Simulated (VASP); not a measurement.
## How SCF solver and precision settings change a VASP run on FeSi (Fersilicite)

A convergence test on FeSi (Fersilicite): the SCF solver and precision settings. The series runs use PBE. The SCF solver tried: ALGO = Normal; ALGO = Fast; ALGO = VeryFast; ALGO = All; ALGO = Damped; AMIX = 0.1, BMIX = 0.01; AMIX = 0.8; IMIX = 1, AMIX = 0.2. The precision settings tried: PREC = Low; PREC = Medium; PREC = Normal; PREC = Single; PREC = Accurate; LREAL = Auto; ADDGRID = .TRUE.; LASPH = .FALSE.. The start is a cell from a database of measured crystal structures.

Program: VASP 6.6.1. Level of theory: PBE, spin-polarised from a ferromagnetic start; plane waves and PAW (Fe, Si). Results are calculated unless marked as measured.

The database entry behind the starting cell differs from later determinations by our own check (about 0.5 % short), so it need not match the best structure at ambient conditions.

## (1) The starting structure

It takes space group P2_13 (No. 198, cubic). The conventional cell has a = 4.467 Å, b = 4.467 Å, c = 4.467 Å, α = 90.00°, β = 90.00°, γ = 90.00°. Nearest to Fe lie 7 Si at 2.24 to 2.51 Å. Nearest to Si lie 7 Fe at 2.24 to 2.51 Å. Farther neighbours are not listed.

Structure file:

```
Fe Si
1.0
     4.46700    0.00000    0.00000
     0.00000    4.46700    0.00000
     0.00000    0.00000    4.46700
Fe Si
4 4
Cartesian
  0.5986 0.5986 0.5986
  1.6349 3.8684 2.8321
  2.8321 1.6349 3.8684
  3.8684 2.8321 1.6349
  3.7724 3.7724 3.7724
  2.9281 0.6946 1.5389
  1.5389 2.9281 0.6946
  0.6946 1.5389 2.9281
```

## (2) SCF solver: ALGO = Normal

All solvers should reach one answer; they differ in cycles and robustness. PBE, the usual starting point, adds the gradient of the density.

Contents of INCAR:

```
SYSTEM = FeSi
PREC = Accurate
ENCUT = 400
EDIFF = 1E-06
NELM = 100
ISMEAR = -1
SIGMA = 0.05
LREAL = .FALSE.
ALGO = Normal
GGA = PE
NBANDS = 43
ISPIN = 2
MAGMOM = 3 3 3 3 0 0 0 0
LASPH = .TRUE.
LMAXMIX = 4
LORBIT = 11
LWAVE = .FALSE.
LCHARG = .FALSE.
KPAR = 8
ISIF = 2
```

Contents of POSCAR:

```
FeSi
1.0
    4.4670000000      0.0000000000      0.0000000000
    0.0000000000      4.4670000000      0.0000000000
    0.0000000000      0.0000000000      4.4670000000
Fe Si
4 4
Direct
    0.1340000000      0.1340000000      0.1340000000
    0.3660000000      0.8660000000      0.6340000000
    0.6340000000      0.3660000000      0.8660000000
    0.8660000000      0.6340000000      0.3660000000
    0.8445000000      0.8445000000      0.8445000000
    0.6555000000      0.1555000000      0.3445000000
    0.3445000000      0.6555000000      0.1555000000
    0.1555000000      0.3445000000      0.6555000000
```

Contents of KPOINTS:

```
Automatic mesh
0
Gamma
5 5 5
0 0 0
```

The projector-augmented-wave data sets are Fe and Si (PBE family, release 64).

The run is started by

```
mpirun -np 8 vasp_std
```

Output:

```text
[banner, memory and clock lines left out]
running    8 mpi-ranks, on    1 nodes
 distrk:  each k-point on    1 cores,    8 groups
 distr:  one band on    1 cores,    1 groups

 POSCAR found type information on POSCAR FeSi
 POSCAR found :  2 types and       8 ions
|                                                                             |
|           W    W    AA    RRRRR   N    N  II  N    N   GGGG   !!!           |
|           W    W   A  A   R    R  NN   N  II  NN   N  G    G  !!!           |
|           W    W  A    A  R    R  N N  N  II  N N  N  G       !!!           |
|           W WW W  AAAAAA  RRRRR   N  N N  II  N  N N  G  GGG   !            |
|           WW  WW  A    A  R   R   N   NN  II  N   NN  G    G                |
|           W    W  A    A  R    R  N    N  II  N    N   GGGG   !!!           |
|                                                                             |
|     For optimal performance we recommend to set                             |
|       NCORE = 2 up to number-of-cores-per-socket                            |
|     NCORE specifies how many cores store one orbital (NPAR=cpu/NCORE).      |
|     This setting can greatly improve the performance of VASP for DFT.       |
|     The default, NCORE=1 might be grossly inefficient on modern             |
|     multi-core architectures or massively parallel machines. Do your        |
|     Unfortunately you need to use the default for GW and RPA                |
|     calculations (for HF NCORE is supported but not extensively tested      |
|     yet).                                                                   |
|                                                                             |

 LDA part: xc-table for (Slater+PW92), standard interpolation
 POSCAR, INCAR and KPOINTS ok, starting setup
 FFT: planning ... GRIDC
 FFT: planning ... GRID_SOFT
 FFT: planning ... GRID
 WAVECAR not read
 entering main loop
       N       E                     dE             d eps       ncg     rms          rms(c)
DAV:   1     0.301634349288E+03    0.30163E+03   -0.15760E+04  1892   0.101E+03
DAV:   2    -0.398248110677E+02   -0.34146E+03   -0.31641E+03  1895   0.272E+02
DAV:   3    -0.635206198113E+02   -0.23696E+02   -0.22130E+02  2182   0.853E+01
DAV:   4    -0.643341333286E+02   -0.81351E+00   -0.80554E+00  2488   0.153E+01
DAV:   5    -0.643595320949E+02   -0.25399E-01   -0.25364E-01  2362   0.241E+00    0.340E+01
DAV:   6    -0.696670479953E+02   -0.53075E+01   -0.65110E+01  2430   0.110E+02    0.308E+01
DAV:   7    -0.588631340703E+02    0.10804E+02   -0.32697E+01  2255   0.803E+01    0.823E+00
DAV:   8    -0.587828337734E+02    0.80300E-01   -0.22260E+00  2413   0.796E+00    0.379E+00
DAV:   9    -0.586986295187E+02    0.84204E-01   -0.15530E-01  2701   0.440E+00    0.200E+00
DAV:  10    -0.586994991756E+02   -0.86966E-03   -0.24785E-02  2861   0.129E+00    0.151E+00
DAV:  11    -0.587170323622E+02   -0.17533E-01   -0.26559E-02  2829   0.207E+00    0.858E-01
DAV:  12    -0.587364282257E+02   -0.19396E-01   -0.24685E-02  2933   0.182E+00    0.891E-01
DAV:  13    -0.587397334925E+02   -0.33053E-02   -0.46301E-03  2768   0.480E-01    0.780E-01
DAV:  14    -0.587457702065E+02   -0.60367E-02   -0.52604E-03  2892   0.970E-01    0.585E-01
DAV:  15    -0.587472211043E+02   -0.14509E-02   -0.49091E-03  2920   0.791E-01    0.307E-01
DAV:  16    -0.587464587028E+02    0.76240E-03   -0.28091E-03  2868   0.737E-01    0.330E-01
DAV:  17    -0.587473221200E+02   -0.86342E-03   -0.17866E-03  2747   0.706E-01    0.947E-02
DAV:  18    -0.587473674651E+02   -0.45345E-04   -0.22964E-04  2112   0.106E-01    0.581E-02
DAV:  19    -0.587473757222E+02   -0.82571E-05   -0.10899E-05  2879   0.364E-02    0.229E-02
DAV:  20    -0.587473776175E+02   -0.18953E-05   -0.24827E-06  1482   0.118E-02    0.993E-03
DAV:  21    -0.587473782964E+02   -0.67892E-06   -0.60661E-07  1130   0.805E-03
   1 F= -.58747378E+02 E0= -.58726585E+02  d E =-.415857E-01  mag=    -0.0008
```

Elapsed: 21 s, on 8 MPI ranks of Intel Xeon Platinum 8375C at 2.90GHz (Ice Lake), shared host; peak memory 1.8 GiB; 2.1 min of CPU time.

Lines that name or quote the potential files are left out of all logs, and their timing lines are given in words.

Parts of OUTCAR (step 2):

```text
ion  position               nearest neighbor table
   1  0.134  0.134  0.134-   5 2.24   6 2.34   7 2.34   8 2.34   8 2.51   7 2.51   6 2.51   3 2.74
                             4 2.74   2 2.74   2 2.74   4 2.74   3 2.74
   2  0.366  0.866  0.634-   6 2.24   5 2.34   7 2.34   8 2.34   7 2.51   8 2.51   5 2.51   1 2.74
                             1 2.74   3 2.74   3 2.74   4 2.74   4 2.74
   3  0.634  0.366  0.866-   7 2.24   6 2.34   5 2.34   8 2.34   6 2.51   8 2.51   5 2.51   1 2.74
                             4 2.74   2 2.74   2 2.74   4 2.74   1 2.74
   4  0.866  0.634  0.366-   8 2.24   6 2.34   7 2.34   5 2.34   5 2.51   6 2.51   7 2.51   1 2.74
                             3 2.74   2 2.74   1 2.74   2 2.74   3 2.74
   5  0.844  0.844  0.844-   1 2.24   2 2.34   3 2.34   4 2.34   4 2.51   3 2.51   2 2.51   6 2.76
                             8 2.76   6 2.76   8 2.76   7 2.76   7 2.76
   6  0.656  0.156  0.344-   2 2.24   1 2.34   3 2.34   4 2.34   3 2.51   4 2.51   1 2.51   5 2.76
                             5 2.76   7 2.76   7 2.76   8 2.76   8 2.76
   7  0.344  0.656  0.156-   3 2.24   2 2.34   1 2.34   4 2.34   2 2.51   4 2.51   1 2.51   6 2.76
                             8 2.76   8 2.76   6 2.76   5 2.76   5 2.76
   8  0.156  0.344  0.656-   4 2.24   2 2.34   3 2.34   1 2.34   1 2.51   2 2.51   3 2.51   5 2.76
                             7 2.76   5 2.76   7 2.76   6 2.76   6 2.76

  LATTYP: Found a simple cubic cell.
 ALAT       =     4.4670000000

 Subroutine GETGRP returns: Found 12 space group operations
 (whereof  3 operations were pure point group operations)

The static configuration has the point symmetry C_3 .
 The point group associated with its full space group is T   .

 Found     11 irreducible k-points:

   k-points           NKPTS =     11   k-points in BZ     NKDIM =     11   number of bands    NBANDS=     43

   dimension x,y,z NGX =    30 NGY =   30 NGZ =   30
   dimension x,y,z NGXF=    60 NGYF=   60 NGZF=   60

   ENCUT  =  400.0 eV  29.40 Ry    5.42 a.u.   7.28  7.28  7.28*2*pi/ulx,y,z

   NELECT =      48.0000    total number of electrons

 k-points in reciprocal lattice and weights: Automatic mesh
   0.00000000  0.00000000  0.00000000       0.008
   0.20000000  0.00000000  0.00000000       0.048
   0.40000000  0.00000000  0.00000000       0.048
   0.20000000  0.20000000  0.00000000       0.096
   0.40000000  0.20000000  0.00000000       0.096
  -0.20000000  0.40000000  0.00000000       0.096
   0.40000000  0.40000000  0.00000000       0.096
   0.20000000  0.20000000  0.20000000       0.064
   0.40000000  0.20000000  0.20000000       0.192
   0.40000000  0.40000000  0.20000000       0.192
   0.40000000  0.40000000  0.40000000       0.064

 average (electrostatic) potential at core
       1 -39.5305       2 -39.5305       3 -39.5305       4 -39.5305       5 -79.8219
       6 -79.8219       7 -79.8219       8 -79.8219

 E-fermi :   9.6501

 spin component 1
 k-point     1 :       0.0000    0.0000    0.0000
  band No.  band energies     occupation
    ...
     20       9.3091      0.99891
     21       9.3091      0.99891
     22       9.3091      0.99891
     23       9.5509      0.87904
     24       9.5509      0.87903
     25      10.1993      0.00002
     26      10.1993      0.00002
     27      10.1993      0.00002
     28      12.5136      0.00000
     29      12.5136      0.00000
    ...

 k-point     2 :       0.2000    0.0000    0.0000
  band No.  band energies     occupation
    ...
     20       8.9735      1.00000
     21       9.1525      0.99995
     22       9.4651      0.97585
     23       9.5398      0.90064
     24       9.5640      0.84830
     25       9.9022      0.00641
     26      10.0910      0.00015
     27      10.7424      0.00000
     28      11.9088      0.00000
     29      12.0243      0.00000
    ...

 k-point     3 :       0.4000    0.0000    0.0000
  band No.  band energies     occupation
    ...
     20       8.5113      1.00000
     21       9.1503      0.99995
     22       9.2923      0.99922
     23       9.5458      0.88938
     24       9.5566      0.86630
     25       9.7705      0.08253
     26       9.8425      0.02086
     27      11.1258      0.00000
     28      11.4499      0.00000
     29      11.6939      0.00000
    ...

 k-point     4 :       0.2000    0.2000    0.0000
  band No.  band energies     occupation
    ...
     20       8.9452      1.00000
     21       9.0114      1.00000
     22       9.2697      0.99950
     23       9.4734      0.97164
     24       9.5671      0.84021
     25       9.7834      0.06495
     26      10.1243      0.00008
     27      10.8336      0.00000
     28      11.9024      0.00000
     29      11.9995      0.00000
    ...

 k-point     5 :       0.4000    0.2000    0.0000
  band No.  band energies     occupation
    ...
     20       8.5306      1.00000
     21       9.0167      1.00000
     22       9.0627      0.99999
     23       9.4177      0.99050
     24       9.4860      0.96381
     25       9.7386      0.14537
     26       9.9296      0.00372
     27      11.2344      0.00000
     28      11.6879      0.00000
     29      11.9218      0.00000
    ...

 k-point     6 :      -0.2000    0.4000    0.0000
  band No.  band energies     occupation
    ...
     20       8.5431      1.00000
     21       9.0019      1.00000
     22       9.0763      0.99999
     23       9.4314      0.98754
     24       9.5036      0.94930
     25       9.7487      0.12202
     26       9.9681      0.00172
     27      11.0455      0.00000
     28      11.4550      0.00000
     29      12.0836      0.00000
    ...

  Total       -1.4986320     -1.4986320     -1.4986320      0.0000000      0.0000000      0.0000000
  in kB      -26.9375265    -26.9375265    -26.9375265      0.0000000      0.0000000      0.0000000
  external PRESSURE =     -26.9375265 kB  Pullay stress =       0.0000000 kB

  energy-cutoff  :      400.00
  volume of cell :       89.13
      direct lattice vectors                 reciprocal lattice vectors
     4.467000000  0.000000000  0.000000000     0.223863891  0.000000000  0.000000000
     0.000000000  4.467000000  0.000000000     0.000000000  0.223863891  0.000000000
     0.000000000  0.000000000  4.467000000     0.000000000  0.000000000  0.223863891

 POSITION                                       TOTAL-FORCE (eV/Angst)
 -----------------------------------------------------------------------------------
      0.59858      0.59858      0.59858         0.154562      0.154562      0.154562
      1.63492      3.86842      2.83208        -0.154562     -0.154562      0.154562
      2.83208      1.63492      3.86842         0.154562     -0.154562     -0.154562
      3.86842      2.83208      1.63492        -0.154562      0.154562     -0.154562
      3.77238      3.77238      3.77238        -0.297993     -0.297993     -0.297993
      2.92812      0.69462      1.53888         0.297993      0.297993     -0.297993
      1.53888      2.92812      0.69462        -0.297993      0.297993      0.297993
      0.69462      1.53888      2.92812         0.297993     -0.297993      0.297993
 -----------------------------------------------------------------------------------
    total drift:                                0.000000     -0.000000     -0.000000

  FREE ENERGIE OF THE ION-ELECTRON SYSTEM (eV)
  ---------------------------------------------------
  free  energy   TOTEN  =       -58.7473782964 eV

  energy  without entropy=      -58.7057926338  energy(sigma->0) =      -58.72658547

 total charge
# of ion       s       p       d       tot
------------------------------------------
    1        0.434   0.633   6.553   7.620
    2        0.434   0.633   6.553   7.620
    3        0.434   0.633   6.553   7.620
    4        0.434   0.633   6.553   7.620
    5        0.737   0.892   0.000   1.629
    6        0.737   0.892   0.000   1.629
    7        0.737   0.892   0.000   1.629
    8        0.737   0.892   0.000   1.629
--------------------------------------------------
tot          4.686   6.097  26.211  36.994

 magnetization (x)
# of ion       s       p       d       tot
------------------------------------------
    1        0.000   0.000  -0.001  -0.001
    2        0.000   0.000  -0.001  -0.001
    3        0.000   0.000  -0.001  -0.001
    4        0.000   0.000  -0.001  -0.001
    5        0.000   0.000   0.000   0.000
    6        0.000   0.000   0.000   0.000
    7        0.000   0.000   0.000   0.000
    8        0.000   0.000   0.000   0.000
--------------------------------------------------
tot          0.000   0.000  -0.002  -0.002

[... 6 further parts left out ...]
```

The moments of the start collapse, so the state is non-magnetic; other starts or orders were not tried. The gap is read on the k-mesh alone, so it is an upper bound where the band edges lie off the mesh.

Numbers from this step:

```yaml
scf_cycles: 21
electrons: 48
bands: 43
irreducible_k_points: 11
symmetry_operations: 12
free_energy_toten: -58.7474 eV
energy_at_zero_smearing: -58.7266 eV
fermi_energy: 9.650 eV
pressure: -2.694 GPa
moment_of_the_cell_from_the_last_line_of_the_log: 0 μB
metallic: no
valence_top_at_k: 0.2, 0.2, 0
conduction_bottom_at_k: 0.4, 0.2, 0
least_direct_gap_at_k: 0.4, 0, 0
gap_on_the_k_mesh: 0.1707 eV
least_direct_gap_on_the_k_mesh: 0.2139 eV
```

Spin moment in the PAW sphere by atom:

| atom | spin moment in the PAW sphere (μB) |
| --- | --- |
| Fe1 | -0.0010 |
| Fe2 | -0.0010 |
| Fe3 | -0.0010 |
| Fe4 | -0.0010 |
| Si5 | 0.0000 |
| Si6 | 0.0000 |
| Si7 | 0.0000 |
| Si8 | 0.0000 |

The series starts at -7.3408 eV an atom and -2.69 GPa, after 21 cycles in 21 s.

## (3) SCF solver: ALGO = Fast

INCAR: that of step 2 with these lines changed.

```diff
@@ -8,3 +8,3 @@
 LREAL = .FALSE.
-ALGO = Normal
+ALGO = Fast
 GGA = PE
```

POSCAR is that of step 2.

KPOINTS is that of step 2.

The run is started by

```
mpirun -np 8 vasp_std
```

Output:

```text
[banner, memory and clock lines left out]
running    8 mpi-ranks, on    1 nodes
[...]
[... a notice as in an earlier step ...]

 LDA part: xc-table for (Slater+PW92), standard interpolation
 POSCAR, INCAR and KPOINTS ok, starting setup
[...]
entering main loop
       N       E                     dE             d eps       ncg     rms          rms(c)
[... 5 cycles as in an earlier step ...]
RMM:   6    -0.692257828028E+02   -0.48663E+01   -0.70476E+01  2110   0.668E+01    0.314E+01
RMM:   7    -0.589371577167E+02    0.10289E+02   -0.20353E+01  1898   0.385E+01    0.856E+00
RMM:   8    -0.587196353395E+02    0.21752E+00   -0.55074E-01  2211   0.372E+00    0.333E+00
RMM:   9    -0.586917849541E+02    0.27850E-01   -0.14938E-01  2176   0.176E+00    0.187E+00
[...]
RMM:  21    -0.587473770815E+02    0.35502E-05   -0.41900E-06  2032   0.135E-02    0.103E-02
RMM:  22    -0.587473783300E+02   -0.12486E-05   -0.89753E-07  1369   0.696E-03    0.637E-03
RMM:  23    -0.587473784147E+02   -0.84676E-07   -0.31693E-07  1279   0.308E-03
   1 F= -.58747378E+02 E0= -.58726596E+02  d E =-.415653E-01  mag=    -0.0017
```

Run time: 23 s. Hardware: 8 MPI ranks; peak memory 1.7 GiB; 2.3 min of CPU time.

Parts of OUTCAR (step 3):

```text
  Total       -1.5038338     -1.5038338     -1.5038338      0.0000000     -0.0000000      0.0000000
  in kB      -27.0310277    -27.0310277    -27.0310277      0.0000000     -0.0000000      0.0000000
  external PRESSURE =     -27.0310277 kB  Pullay stress =       0.0000000 kB

 POSITION                                       TOTAL-FORCE (eV/Angst)
 -----------------------------------------------------------------------------------
      0.59858      0.59858      0.59858         0.154459      0.154459      0.154459
      1.63492      3.86842      2.83208        -0.154459     -0.154459      0.154459
      2.83208      1.63492      3.86842         0.154459     -0.154459     -0.154459
      3.86842      2.83208      1.63492        -0.154459      0.154459     -0.154459
      3.77238      3.77238      3.77238        -0.298068     -0.298068     -0.298068
      2.92812      0.69462      1.53888         0.298068      0.298068     -0.298068
      1.53888      2.92812      0.69462        -0.298068      0.298068      0.298068
      0.69462      1.53888      2.92812         0.298068     -0.298068      0.298068
 -----------------------------------------------------------------------------------
    total drift:                                0.000000     -0.000000     -0.000000

  FREE ENERGIE OF THE ION-ELECTRON SYSTEM (eV)
  ---------------------------------------------------
  free  energy   TOTEN  =       -58.7473784147 eV

  energy  without entropy=      -58.7058131623  energy(sigma->0) =      -58.72659579

 magnetization (x)
# of ion       s       p       d       tot
------------------------------------------
    1        0.000   0.000  -0.000  -0.000
    2        0.000   0.000  -0.000  -0.000
    3        0.000   0.000  -0.000  -0.000
    4        0.000   0.000  -0.000  -0.000
    5        0.000   0.000   0.000   0.000
    6        0.000   0.000   0.000   0.000
    7        0.000   0.000   0.000   0.000
    8        0.000   0.000   0.000   0.000
--------------------------------------------------
tot          0.000   0.000  -0.001  -0.001

[... 2 parts as in an earlier step ...]

[... 1 further part left out ...]
[key lines of the parts left out:]
E-fermi :   9.6501
```

Against the first of the series the energy stays within 0.01 meV an atom; the pressure moves by -0.01 GPa, after 23 cycles in 23 s.

(Part 1 of 4 ends here.)

[Lines on the potential files, build, host, timing and source positions are cut from VASP's logs without a mark.]

[Logs are printed without paths, hosts, clocks, repeated set-up lines and the standing remarks that a program may print on its own settings, such as how far it seeks lower states.]

[Hosts, paths, dates, database ids (printed as entryN), source tags and the programs' standing remarks are cut or masked in the printed files.]

[A measured line is paired with the nearest computed mode of its activity, which favours agreement.]
